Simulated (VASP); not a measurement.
Method: r2SCAN+rVV10, VASP's PBE PAW potentials (set 64) (plane waves; VASP 6.6.1).

A VASP calculation is set up with these files.

**INCAR**
```
# general
SYSTEM   = BeCo
PREC     = Accurate
ENCUT    = 400   # plane-wave cut-off (eV)
LREAL    = .FALSE.
LASPH    = .TRUE.

# electronic loop
EDIFF    = 1E-7   # SCF stop (eV)
NELM     = 100
ALGO     = Normal   # blocked Davidson
LMAXMIX  = 4
LMIXTAU  = .TRUE.

# smearing
ISMEAR   = -5   # tetrahedra, Bloechl

# functional
METAGGA  = R2SCAN
LUSE_VDW = .TRUE.
BPARAM   = 11.95
CPARAM   = 0.0093

# spin
ISPIN    = 2   # spin-polarised
MAGMOM   = -0.0 0.5

# ions
ISIF     = 2   # forces and stress, cell fixed

# output
LWAVE    = .FALSE.
LCHARG   = .FALSE.
LORBIT   = 11
NEDOS    = 601   # DOS grid
```

### POSCAR
```
BeCo
1.0
  2.5671026042   0.0000000000   0.0000000000
  0.0000000000   2.5671026042   0.0000000000
  0.0000000000   0.0000000000   2.5671026042
Be Co
1 1
Cartesian
  0.0000000000   0.0000000000   0.0000000000
  1.2835513021   1.2835513021   1.2835513021
```

### KPOINTS
```
Automatic mesh
0
Gamma
16 16 16
0 0 0
```

### KPOINTS_OPT
```
k-points along high-symmetry lines
10
Line-mode
Reciprocal
  0.000000   0.000000   0.000000 ! GAMMA
  0.000000   0.500000   0.000000 ! X

  0.000000   0.500000   0.000000 ! X
  0.500000   0.500000   0.000000 ! M

  0.500000   0.500000   0.000000 ! M
  0.000000   0.000000   0.000000 ! GAMMA

  0.000000   0.000000   0.000000 ! GAMMA
  0.500000   0.500000   0.500000 ! R

  0.500000   0.500000   0.500000 ! R
  0.000000   0.500000   0.000000 ! X

  0.500000   0.500000   0.500000 ! R
  0.500000   0.500000   0.000000 ! M
```

POTCAR, in this order: Be Co (PBE.64 set). Program: vasp_std.

The run wrote:

OSZICAR:
```
       N       E                     dE             d eps       ncg     rms          rms(c)
DAV:   1     0.176588253304E+02    0.17659E+02   -0.49434E+03  5940   0.122E+03
DAV:   2    -0.213144766993E+02   -0.38973E+02   -0.37710E+02  6009   0.185E+02
DAV:   3    -0.221720817706E+02   -0.85761E+00   -0.85171E+00  6871   0.373E+01
DAV:   4    -0.221848317423E+02   -0.12750E-01   -0.12746E-01  7709   0.404E+00
DAV:   5    -0.221852271798E+02   -0.39544E-03   -0.39501E-03  7246   0.570E-01    0.162E+01
DAV:   6    -0.222809368690E+02   -0.95710E-01   -0.10200E+02  6281   0.170E+02    0.191E+01
DAV:   7    -0.177493747130E+02    0.45316E+01   -0.43831E+01  6300   0.886E+01    0.234E+00
DAV:   8    -0.177742242407E+02   -0.24850E-01   -0.21162E-01  6163   0.528E+00    0.186E+00
DAV:   9    -0.177441683122E+02    0.30056E-01   -0.25060E-01  6825   0.769E+00    0.806E-01
DAV:  10    -0.177427957104E+02    0.13726E-02   -0.93661E-03  7452   0.119E+00    0.387E-01
DAV:  11    -0.177429072385E+02   -0.11153E-03   -0.52121E-03  6614   0.120E+00    0.157E-01
DAV:  12    -0.177429804390E+02   -0.73201E-04   -0.93347E-04  6629   0.544E-01    0.145E-01
DAV:  13    -0.177429434750E+02    0.36964E-04   -0.15512E-03  6722   0.659E-01    0.125E-02
DAV:  14    -0.177429491385E+02   -0.56635E-05   -0.28194E-05  6252   0.911E-02    0.598E-03
DAV:  15    -0.177429487642E+02    0.37433E-06   -0.17682E-06  7092   0.225E-02    0.279E-03
DAV:  16    -0.177429486105E+02    0.15370E-06   -0.82991E-07  4876   0.151E-02    0.116E-03
DAV:  17    -0.177429486789E+02   -0.68428E-07   -0.90557E-08  3196   0.371E-03
   1 F= -.17742949E+02 E0= -.17742949E+02  d E =0.000000E+00  mag=     0.4756
       N       E                     dE             ncg
```

OUTCAR:
```
------------------------ aborting loop because EDIFF is reached ----------------------------------------
  FORCE on cell =-STRESS in cart. coord.  units (eV):
  Direction    XX          YY          ZZ          XY          YZ          ZX
  --------------------------------------------------------------------------------------
  Total        0.0200828      0.0200828      0.0200828      0.0000000      0.0000000     -0.0000000
  in kB        1.9019789      1.9019789      1.9019789      0.0000000      0.0000000     -0.0000000
  external PRESSURE =       1.9019789 kB  Pullay stress =       0.0000000 kB
  volume of cell :       16.92
      direct lattice vectors                 reciprocal lattice vectors
     2.567102604  0.000000000  0.000000000     0.389544227  0.000000000  0.000000000
     0.000000000  2.567102604  0.000000000     0.000000000  0.389544227  0.000000000
     0.000000000  0.000000000  2.567102604     0.000000000  0.000000000  0.389544227
 POSITION                                       TOTAL-FORCE (eV/Angst)
 -----------------------------------------------------------------------------------
      0.00000      0.00000      0.00000         0.000000      0.000000      0.000000
      1.28355      1.28355      1.28355         0.000000      0.000000      0.000000
 -----------------------------------------------------------------------------------
    total drift:                                0.000000     -0.000000      0.000000
  FREE ENERGIE OF THE ION-ELECTRON SYSTEM (eV)
  ---------------------------------------------------
  free  energy   TOTEN  =       -17.7429486789 eV

  energy  without entropy=      -17.7429486789  energy(sigma->0) =      -17.74294868

 total charge

# of ion       s       p       d       tot
------------------------------------------
    1        0.469   0.750   0.000   1.219
    2        0.516   0.635   7.430   8.581
--------------------------------------------------
tot          0.986   1.385   7.430   9.800

 magnetization (x)

# of ion       s       p       d       tot
------------------------------------------
    1       -0.009  -0.032   0.000  -0.041
    2        0.002   0.003   0.528   0.533
--------------------------------------------------
tot         -0.007  -0.029   0.528   0.491
```
(Selected blocks of OUTCAR.)

For a metal the tetrahedron method with Blöchl corrections gives inexact stress and forces.

The structure comes from a measured BeCo entry (Pm-3m) of the Crystallography Open Database, whose conditions weren't checked. It was relaxed first.
